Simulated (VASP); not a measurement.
Output of a VASP run:

### OSZICAR
```
       N       E                     dE             d eps       ncg     rms          rms(c)
DAV:   1     0.190242547295E+03    0.19024E+03   -0.14645E+04  2980   0.204E+03
DAV:   2    -0.202784167341E+02   -0.21052E+03   -0.20183E+03  2940   0.361E+02
DAV:   3    -0.300795700997E+02   -0.98012E+01   -0.91706E+01  3160   0.108E+02
DAV:   4    -0.302447714323E+02   -0.16520E+00   -0.16452E+00  3517   0.127E+01
DAV:   5    -0.302500065962E+02   -0.52352E-02   -0.52342E-02  3591   0.208E+00    0.207E+01
DAV:   6    -0.306562070710E+02   -0.40620E+00   -0.64413E+01  3289   0.137E+02    0.200E+01
DAV:   7    -0.259031563926E+02    0.47531E+01   -0.19295E+01  3304   0.741E+01    0.280E+00
DAV:   8    -0.258526486621E+02    0.50508E-01   -0.41250E-01  3158   0.547E+00    0.146E+00
DAV:   9    -0.258249505296E+02    0.27698E-01   -0.35101E-02  4135   0.263E+00    0.499E-01
DAV:  10    -0.258242485588E+02    0.70197E-03   -0.14830E-03  3393   0.435E-01    0.302E-01
DAV:  11    -0.258248953340E+02   -0.64678E-03   -0.13467E-03  3677   0.599E-01    0.256E-01
DAV:  12    -0.258252084556E+02   -0.31312E-03   -0.50678E-04  3695   0.358E-01    0.939E-02
DAV:  13    -0.258252595474E+02   -0.51092E-04   -0.17751E-04  3650   0.202E-01    0.263E-02
DAV:  14    -0.258252508660E+02    0.86814E-05   -0.22639E-05  3448   0.546E-02    0.208E-02
DAV:  15    -0.258252520530E+02   -0.11870E-05   -0.10033E-05  3273   0.569E-02    0.890E-03
DAV:  16    -0.258252523432E+02   -0.29024E-06   -0.11829E-06  1657   0.232E-02
   1 F= -.25825252E+02 E0= -.25825518E+02  d E =-.258253E+02  mag=     0.5322
```

File OUTCAR:
```
------------------------ aborting loop because EDIFF is reached ----------------------------------------
  FORCE on cell =-STRESS in cart. coord.  units (eV):
  Direction    XX          YY          ZZ          XY          YZ          ZX
  --------------------------------------------------------------------------------------
  Total       -0.0370020     -0.0370020     -0.0370020     -0.0000000     -0.0000000      0.0000000
  in kB       -1.4037748     -1.4037748     -1.4037748     -0.0000000     -0.0000000      0.0000000
  external PRESSURE =      -1.4037748 kB  Pullay stress =       0.0000000 kB
  volume of cell :       42.23
      direct lattice vectors                 reciprocal lattice vectors
     3.482406902  0.000000000  0.000000000     0.287157712  0.000000000  0.000000000
     0.000000000  3.482406902  0.000000000     0.000000000  0.287157712  0.000000000
     0.000000000  0.000000000  3.482406902     0.000000000  0.000000000  0.287157712
 POSITION                                       TOTAL-FORCE (eV/Angst)
 -----------------------------------------------------------------------------------
      0.00000      0.00000      0.00000         0.000000      0.000000      0.000000
      0.00000      1.74120      1.74120         0.000000      0.000000      0.000000
      1.74120      0.00000      1.74120         0.000000      0.000000      0.000000
      1.74120      1.74120      0.00000         0.000000      0.000000      0.000000
 -----------------------------------------------------------------------------------
    total drift:                                0.000000      0.000000      0.000000
  FREE ENERGIE OF THE ION-ELECTRON SYSTEM (eV)
  ---------------------------------------------------
  free  energy   TOTEN  =       -25.8252523432 eV

  energy  without entropy=      -25.8260497721  energy(sigma->0) =      -25.82551815

 total charge

# of ion       s       p       d       tot
------------------------------------------
    1        0.419   0.423   0.000   0.843
    2        0.526   0.575   8.433   9.534
    3        0.526   0.575   8.433   9.534
    4        0.526   0.575   8.433   9.534
--------------------------------------------------
tot          1.997   2.148  25.298  29.444

 magnetization (x)

# of ion       s       p       d       tot
------------------------------------------
    1       -0.000  -0.006   0.000  -0.006
    2       -0.002  -0.005   0.191   0.185
    3       -0.002  -0.005   0.191   0.185
    4       -0.002  -0.005   0.191   0.185
--------------------------------------------------
tot         -0.006  -0.019   0.573   0.548

 reached required accuracy - stopping structural energy minimisation
```
(Selected blocks of OUTCAR.)

POSCAR:
```
Ni3Al
1
    3.4824069024     0.0000000000    -0.0000000000
   -0.0000000000     3.4824069024     0.0000000000
    0.0000000000     0.0000000000     3.4824069024
Al Ni
1 3
Direct
  0.0000000000   0.0000000000   0.0000000000
  0.0000000000   0.5000000000   0.5000000000
  0.5000000000   0.0000000000   0.5000000000
  0.5000000000   0.5000000000   0.0000000000
```

Question: Reconstruct the remaining input files.

Answer: This is not unique; one that fits is the input of the run itself, LDA (Ceperley-Alder, Perdew-Zunger), plane waves, VASP's LDA PAW potentials (set 64).

INCAR:
```
LORBIT=10
EDIFF=1E-6   ! SCF stop (eV)
LCHARG=.False.
ISMEAR=1
ENCUT=520   ! plane-wave cut-off (eV)
SIGMA=0.1   ! width (eV)
ISIF=3
ALGO=Normal   ! blocked Davidson
IBRION=2
LWAVE=.False.
ISPIN=2   ! spin-polarised
LASPH=.True.
EDIFFG=-0.02   ! ionic stop
LREAL=.False.   ! projection in real space or not
NELM=100
MAGMOM=0.0 3*0.5
LMAXMIX=4   ! l cut-off of mixed one-centre charges
NSW=60   ! most ionic steps
PREC=Accurate
SYSTEM=Ni3Al
```

File KPOINTS:
```
Automatic mesh
0
Gamma
8 8 8
0 0 0
```

POTCAR, in this order: Al Ni (LDA.64 set). Program: vasp_std.

The compound is Ni3Al in the L1_2 structure. It was relaxed first, which changed the volume by -7 %. The start is the result of an earlier pass.
